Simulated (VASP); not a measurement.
# What goes wrong when TiC (Khamrabaevite) is relaxed with a bad input

Aim: see how common mistakes in a VASP relaxation show up, on TiC (Khamrabaevite). The starting structure is a measured crystal structure from the Crystallography Open Database. The first relaxation on each setting starts from this cell expanded by 3 % in volume.

Main program and level: VASP 6.6.1; Kohn-Sham DFT with plane waves and PAW; PBEsol.

## 1. The starting structure

It takes space group Fm-3m (No. 225, cubic). The conventional cell has a = 4.328 Å, b = 4.328 Å, c = 4.328 Å, α = 90.00°, β = 90.00°, γ = 90.00°. Nearest to Ti lie 6 C at 2.16 Å. C has 6 Ti at 2.16 Å nearest. Farther neighbours are not listed.

## 2. Reference relaxation

This run starts from the cell of an earlier relaxation, which isn't shown; the restart sets up the plane waves anew.

Input file INCAR:

```
SYSTEM = TiC
PREC = Accurate
ENCUT = 520
EDIFF = 1E-06
NELM = 100
ISMEAR = 1
SIGMA = 0.15
LREAL = .FALSE.
ALGO = Normal
GGA = PS
NBANDS = 14
LASPH = .TRUE.
LORBIT = 11
LWAVE = .FALSE.
LCHARG = .FALSE.
KPAR = 4
IBRION = 2
NSW = 50
ISIF = 3
EDIFFG = -0.006
```

Input file POSCAR:

```
TiC
1.0
    0.0000000000      2.1472914717      2.1472914717
    2.1472914717      0.0000000000      2.1472914717
    2.1472914717      2.1472914717      0.0000000000
Ti C
1 1
Direct
    0.0000000000      0.0000000000      0.0000000000
    0.5000000000      0.5000000000      0.5000000000
```

Input file KPOINTS:

```
Automatic mesh
0
Gamma
18 18 18
0 0 0
```

The projector-augmented-wave data sets are Ti_sv and C (PBE family, release 64).

Launch:

```sh
$ mpirun -np 4 vasp_std
```

Log:

```text
[banner, memory and clock lines left out]
running    4 mpi-ranks, on    1 nodes
 distrk:  each k-point on    1 cores,    4 groups
 distr:  one band on    1 cores,    1 groups

 POSCAR found type information on POSCAR TiC
 POSCAR found :  2 types and       2 ions
|                                                                             |
|               ----> ADVICE to this user running VASP <----                  |
|                                                                             |
|     You enforced a specific xc type in the INCAR file but a different       |
|     [... a line on the potential file left out ...]
|     I HOPE YOU KNOW WHAT YOU ARE DOING!                                     |
|                                                                             |

 LDA part: xc-table for (Slater+PW92), standard interpolation
 POSCAR, INCAR and KPOINTS ok, starting setup
 FFT: planning ... GRIDC
 FFT: planning ... GRID_SOFT
 FFT: planning ... GRID
 WAVECAR not read
 entering main loop
       N       E                     dE             d eps       ncg     rms          rms(c)
DAV:   1     0.118025046048E+03    0.11803E+03   -0.81704E+03  5482   0.137E+03
DAV:   2    -0.170395067350E+02   -0.13506E+03   -0.12749E+03  5856   0.351E+02
DAV:   3    -0.248487345116E+02   -0.78092E+01   -0.76362E+01  7168   0.829E+01
DAV:   4    -0.251551944230E+02   -0.30646E+00   -0.30619E+00  6830   0.150E+01
DAV:   5    -0.251628680015E+02   -0.76736E-02   -0.76730E-02  7378   0.205E+00    0.189E+01
DAV:   6    -0.203613056457E+02    0.48016E+01   -0.12541E+01  7798   0.601E+01    0.665E+00
DAV:   7    -0.198438570143E+02    0.51745E+00   -0.20084E+00  6654   0.212E+01    0.528E+00
DAV:   8    -0.198101476042E+02    0.33709E-01   -0.11347E-01  6144   0.420E+00    0.312E+00
DAV:   9    -0.198056393768E+02    0.45082E-02   -0.10135E-01  6620   0.384E+00    0.810E-01
DAV:  10    -0.198042238074E+02    0.14156E-02   -0.98124E-03  7562   0.136E+00    0.707E-01
DAV:  11    -0.198020711405E+02    0.21527E-02   -0.55674E-03  5796   0.112E+00    0.129E-01
DAV:  12    -0.198020593648E+02    0.11776E-04   -0.36575E-04  6240   0.225E-01    0.413E-02
DAV:  13    -0.198020531435E+02    0.62213E-05   -0.15349E-05  7064   0.336E-02    0.609E-03
DAV:  14    -0.198020529196E+02    0.22382E-06   -0.42430E-07  4166   0.860E-03
   1 F= -.19802053E+02 E0= -.19802016E+02  d E =-.198021E+02
 curvature:   0.00 expect dE= 0.000E+00 dE for cont linesearch  0.000E+00
 trial: gam= 0.00000 g(F)=  0.997E-63 g(S)=  0.363E-08 ort = 0.000E+00 (trialstep = 0.100E+01)
 search vector abs. value=  0.373E-08
 reached required accuracy - stopping structural energy minimisation
```

Run time: 14 s. Hardware: 4 MPI ranks of Intel Xeon Platinum 8259CL at 2.50GHz (Skylake/Cascade Lake), shared host; peak memory 0.68 GiB.

The logs omit lines about the potential files and the build; timing stands in the text.

From OUTCAR (step 2):

```text
ion  position               nearest neighbor table
   1  0.000  0.000  0.000-   2 2.15   2 2.15   2 2.15   2 2.15   2 2.15   2 2.15
   2  0.500  0.500  0.500-   1 2.15   1 2.15   1 2.15   1 2.15   1 2.15   1 2.15

  LATTYP: Found a face centered cubic cell.
 ALAT       =     4.2945829434

 Subroutine GETGRP returns: Found 48 space group operations
 (whereof 48 operations were pure point group operations)

The static configuration has the point symmetry O_h .

 Found    195 irreducible k-points:

   k-points           NKPTS =    195   k-points in BZ     NKDIM =    195   number of bands    NBANDS=     14

   dimension x,y,z NGX =    24 NGY =   24 NGZ =   24
   dimension x,y,z NGXF=    48 NGYF=   48 NGZF=   48

   ENCUT  =  520.0 eV  38.22 Ry    6.18 a.u.   5.65  5.65  5.65*2*pi/ulx,y,z

   NELECT =      16.0000    total number of electrons

 k-points in reciprocal lattice and weights: Automatic mesh
   0.00000000  0.00000000  0.00000000       0.000
   0.05555556  0.00000000  0.00000000       0.001
   0.11111111  0.00000000  0.00000000       0.001
   0.16666667  0.00000000  0.00000000       0.001
   0.22222222  0.00000000  0.00000000       0.001
   0.27777778  0.00000000  0.00000000       0.001
   0.33333333  0.00000000  0.00000000       0.001
   0.38888889  0.00000000  0.00000000       0.001
   0.44444444  0.00000000  0.00000000       0.001
[...]
-0.27777778  0.44444444  0.22222222       0.004
  -0.27777778  0.50000000  0.22222222       0.002

 average (electrostatic) potential at core
       1 -70.5796       2 -44.2994

 E-fermi :   9.6076

 k-point     1 :       0.0000    0.0000    0.0000
  band No.  band energies     occupation
      1     -46.6513      2.00000
      2     -22.7637      2.00000
      3     -22.7637      2.00000
      4     -22.7637      2.00000
      5      -2.8816      2.00000
      6      10.2767     -0.00000
      7      10.2767     -0.00000
      8      10.2767     -0.00000
      9      11.3426     -0.00000
     10      11.3426     -0.00000
    ...

 k-point     2 :       0.0556    0.0000    0.0000
  band No.  band energies     occupation
      1     -46.6488      2.00000
      2     -22.7812      2.00000
      3     -22.7653      2.00000
      4     -22.7653      2.00000
      5      -2.8088      2.00000
      6       9.9120     -0.01455
      7      10.1417     -0.00001
      8      10.1417     -0.00001
      9      10.6869     -0.00000
     10      10.6869     -0.00000
    ...

 k-point     3 :       0.1111    0.0000    0.0000
  band No.  band energies     occupation
    ...
      4     -22.7700      2.00000
      5      -2.5938      2.00000
      6       9.1578      2.00019
      7       9.4935      1.95860
      8       9.4935      1.95860
      9      10.6763     -0.00000
     10      10.6763     -0.00000
     11      11.8501     -0.00000
     12      13.2554      0.00000
     13      13.2554      0.00000
    ...

  Total        0.0002241      0.0002241      0.0002241     -0.0000000     -0.0000000     -0.0000000
  in kB        0.0181311      0.0181311      0.0181311     -0.0000000     -0.0000000     -0.0000000
  external PRESSURE =       0.0181311 kB  Pullay stress =       0.0000000 kB

  energy-cutoff  :      520.00
  volume of cell :       19.80
      direct lattice vectors                 reciprocal lattice vectors
     0.000000000  2.147291472  2.147291472    -0.232851481  0.232851481  0.232851481
     2.147291472  0.000000000  2.147291472     0.232851481 -0.232851481  0.232851481
     2.147291472  2.147291472  0.000000000     0.232851481  0.232851481 -0.232851481

 POSITION                                       TOTAL-FORCE (eV/Angst)
 -----------------------------------------------------------------------------------
      0.00000      0.00000      0.00000        -0.000000     -0.000000     -0.000000
      2.14729      2.14729      2.14729         0.000000      0.000000      0.000000
 -----------------------------------------------------------------------------------
    total drift:                                0.000000     -0.000000     -0.000000

  FREE ENERGIE OF THE ION-ELECTRON SYSTEM (eV)
  ---------------------------------------------------
  free  energy   TOTEN  =       -19.8020529196 eV

  energy  without entropy=      -19.8019430576  energy(sigma->0) =      -19.80201630

 reached required accuracy - stopping structural energy minimisation

 total charge
# of ion       s       p       d       tot
------------------------------------------
    1        2.206   6.263   1.994  10.464
    2        0.893   1.505   0.000   2.398
--------------------------------------------------
tot          3.099   7.769   1.994  12.862

[... 3 further parts left out ...]
```

The PAW data sets were made with PBE, which is usual practice but a small mismatch for other functionals. The run keeps the 48 symmetry operations of its start, so it cannot find a distortion of lower symmetry.

The reference relaxation ends at 9.901 Å³ an atom.

## 3. Relaxation with an ionic step far too long

A slip made on purpose: an ionic step far too long. Against step 2 the input has IBRION = 1 and POTIM = 2 (also changed: NELM and NSW).

INCAR: that of step 2 with these lines changed.

```diff
@@ -4,3 +4,3 @@
 EDIFF = 1E-06
-NELM = 100
+NELM = 60
 ISMEAR = 1
@@ -16,5 +16,6 @@
 KPAR = 4
-IBRION = 2
-NSW = 50
+IBRION = 1
+NSW = 30
 ISIF = 3
 EDIFFG = -0.006
+POTIM = 2
```

Input file POSCAR:

```
TiC
1.0
    0.0000000000      2.1854271361      2.1854271361
    2.1854271361      0.0000000000      2.1854271361
    2.1854271361      2.1854271361      0.0000000000
Ti C
1 1
Direct
    0.0000000000      0.0000000000      0.0000000000
    0.5000000000      0.5000000000      0.5000000000
```

KPOINTS is that of step 2.

Launch:

```sh
$ mpirun -np 4 vasp_std
```

Log:

```text
[banner, memory and clock lines left out]
running    4 mpi-ranks, on    1 nodes
[...]
[... a notice as in an earlier step ...]

 LDA part: xc-table for (Slater+PW92), standard interpolation
 POSCAR, INCAR and KPOINTS ok, starting setup
[...]
entering main loop
       N       E                     dE             d eps       ncg     rms          rms(c)
DAV:   1     0.119404327236E+03    0.11940E+03   -0.81661E+03  5478   0.136E+03
DAV:   2    -0.169214979312E+02   -0.13633E+03   -0.12838E+03  5814   0.349E+02
DAV:   3    -0.249380893738E+02   -0.80166E+01   -0.78436E+01  7382   0.836E+01
DAV:   4    -0.252505267147E+02   -0.31244E+00   -0.31224E+00  6696   0.150E+01
[...]
DAV:  12    -0.197585462033E+02    0.58595E-03   -0.12786E-03  6868   0.544E-01    0.637E-02
DAV:  13    -0.197585222153E+02    0.23988E-04   -0.10023E-04  6552   0.129E-01    0.181E-02
DAV:  14    -0.197585215312E+02    0.68409E-06   -0.54384E-06  6480   0.233E-02
   1 F= -.19758522E+02 E0= -.19758476E+02  d E =-.197585E+02
[... from here on, the cycles between the ionic steps are left out ...]
   2 F= -.14930594E+02 E0= -.14930632E+02  d E =0.482793E+01
   3 F= -.19798593E+02 E0= -.19798551E+02  d E =-.486800E+01
   4 F= -.19802204E+02 E0= -.19802165E+02  d E =-.361055E-02
   5 F= -.19802618E+02 E0= -.19802581E+02  d E =-.413802E-03
 BRION: g(F)=  0.660E-60 g(S)=  0.175E-04 retain N=  1 mean eig= 0.11
 eig:   0.107
 reached required accuracy - stopping structural energy minimisation
```

It took 47 s on 4 MPI ranks; peak memory 0.73 GiB; 3.1 min of CPU time.

OUTCAR, selected parts (step 3):

```text
  Total        0.0077720      0.0077720      0.0077720      0.0000000      0.0000000     -0.0000000
  in kB        0.6290079      0.6290079      0.6290079      0.0000000      0.0000000     -0.0000000
  external PRESSURE =       0.6290079 kB  Pullay stress =       0.0000000 kB

 POSITION                                       TOTAL-FORCE (eV/Angst)
 -----------------------------------------------------------------------------------
     -0.00000     -0.00000     -0.00000         0.000000      0.000000      0.000000
      2.14710      2.14710      2.14710        -0.000000     -0.000000     -0.000000
 -----------------------------------------------------------------------------------
    total drift:                                0.000000     -0.000000     -0.000000

  FREE ENERGIE OF THE ION-ELECTRON SYSTEM (eV)
  ---------------------------------------------------
  free  energy   TOTEN  =       -19.8026178188 eV

  energy  without entropy=      -19.8025084342  energy(sigma->0) =      -19.80258136

[... 2 parts as in an earlier step ...]

[... 2 further parts left out ...]
[key lines of the parts left out:]
E-fermi :   9.6109
```

With an ionic step far too long the cell ends at 9.898 Å³ an atom, -0.03 % from the reference.

## 4. Relaxation with a loose electronic threshold

A slip made on purpose: a loose electronic threshold. Against step 2 the input has EDIFF = 0.01 (also changed: NELM and NSW).

INCAR: that of step 3 with these lines changed.

```diff
@@ -3,3 +3,3 @@
 ENCUT = 520
-EDIFF = 1E-06
+EDIFF = 0.01
 NELM = 60
@@ -16,3 +16,3 @@
 KPAR = 4
-IBRION = 1
+IBRION = 2
 NSW = 30
@@ -20,2 +20 @@
 EDIFFG = -0.006
-POTIM = 2
```

POSCAR is that of step 3.

KPOINTS is that of step 3.

Launch:

```sh
$ mpirun -np 4 vasp_std
```

Log:

```text
[... set-up lines as in an earlier step ...]
 entering main loop
       N       E                     dE             d eps       ncg     rms          rms(c)
[... 9 cycles as in an earlier step ...]
DAV:  10    -0.197626229675E+02   -0.13885E-03   -0.15038E-02  6970   0.133E+00
   1 F= -.19762623E+02 E0= -.19762577E+02  d E =-.197626E+02
[... from here on, the cycles between the ionic steps are left out ...]
   2 F= -.19791815E+02 E0= -.19791771E+02  d E =-.291915E-01
   3 F= -.19703887E+02 E0= -.19703903E+02  d E =0.587357E-01
   5 F= -.19801254E+02 E0= -.19801218E+02  d E =-.386315E-01
   7 F= -.19801109E+02 E0= -.19801073E+02  d E =-.384859E-01
   9 F= -.19802561E+02 E0= -.19802521E+02  d E =-.183543E-02
  11 F= -.19800152E+02 E0= -.19800126E+02  d E =0.572996E-03
  13 F= -.19802307E+02 E0= -.19802265E+02  d E =-.158166E-02
  15 F= -.19802433E+02 E0= -.19802394E+02  d E =-.170801E-02
  17 F= -.19802514E+02 E0= -.19802476E+02  d E =-.178928E-02
  19 F= -.19802573E+02 E0= -.19802537E+02  d E =-.587857E-04
  21 F= -.19802543E+02 E0= -.19802505E+02  d E =-.281596E-04
  23 F= -.19802544E+02 E0= -.19802506E+02  d E =-.293728E-04
  25 F= -.19802594E+02 E0= -.19802558E+02  d E =-.502111E-04
  26 F= -.19802638E+02 E0= -.19802603E+02  d E =-.938708E-04
[...]
reached required accuracy - stopping structural energy minimisation
```

Run time: 80 s. Hardware: 4 MPI ranks; peak memory 0.76 GiB; 5.3 min of CPU time.

Parts of OUTCAR (step 4):

```text
  Total        0.0023468      0.0023468      0.0023468      0.0000000      0.0000000      0.0000000
  in kB        0.1898217      0.1898217      0.1898217      0.0000000      0.0000000      0.0000000
  external PRESSURE =       0.1898217 kB  Pullay stress =       0.0000000 kB

 POSITION                                       TOTAL-FORCE (eV/Angst)
 -----------------------------------------------------------------------------------
      0.00000      0.00000      0.00000         0.000000      0.000000      0.000000
      2.14751      2.14751      2.14751        -0.000000     -0.000000     -0.000000
 -----------------------------------------------------------------------------------
    total drift:                                0.000000     -0.000000     -0.000000

  FREE ENERGIE OF THE ION-ELECTRON SYSTEM (eV)
  ---------------------------------------------------
  free  energy   TOTEN  =       -19.8026376301 eV

  energy  without entropy=      -19.8025347999  energy(sigma->0) =      -19.80260335

[... 2 parts as in an earlier step ...]

[... 2 further parts left out ...]
[key lines of the parts left out:]
E-fermi :   9.6082
```

Logs of long relaxations may skip ionic steps without a mark.

With a loose electronic threshold the cell ends at 9.904 Å³ an atom, +0.03 % from the reference.

[end of part 1 of 2]

[Lines on the potential files, build, host, timing and source positions are cut from VASP's logs without a mark.]

[Logs are printed without paths, hosts, clocks, repeated set-up lines and the standing remarks that a program may print on its own settings, such as how far it seeks lower states.]

[Hosts, paths, dates, database ids (printed as entryN), source tags and the programs' standing remarks are cut or masked in the printed files.]
